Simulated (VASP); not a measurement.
```
MgH2
1.0
    4.47038     0.00000     0.00000
    0.00000     4.47038     0.00000
    0.00000     0.00000     2.98718
Mg H
2 4
Cartesian
  0.00000   0.00000   0.00000
  2.23519   2.23519   1.49359
  1.35958   1.35958   0.00000
  3.59477   0.87561   1.49359
  0.87561   3.59477   1.49359
  3.11079   3.11079   0.00000
```

Level of theory: PBE GGA with D4 dispersion, VASP's PBE PAW potentials (set 64) (plane waves; VASP). Numerical set-up: 520 eV cut-off, 6×6×8 Γ-centred mesh, tetrahedra with Blöchl corrections, potentials Mg H.

The cores are frozen, which limits the accuracy of field gradients.

Give the principal components of the electric field gradient (V/Å²) and the asymmetry η at each nucleus.

| atom | Vxx | Vyy | Vzz | η |
|---|---|---|---|---|
| Mg1 | -5.7 | -0.1 | 5.8 | 0.98 |
| Mg2 | -5.7 | -0.1 | 5.8 | 0.98 |
| H3 | 4.5 | 1.1 | -5.5 | 0.61 |
| H4 | 4.5 | 1.1 | -5.5 | 0.61 |
| H5 | 4.5 | 1.1 | -5.5 | 0.61 |
| H6 | 4.5 | 1.1 | -5.5 | 0.61 |

The compound is MgH2 in the rutile structure. It was relaxed first.
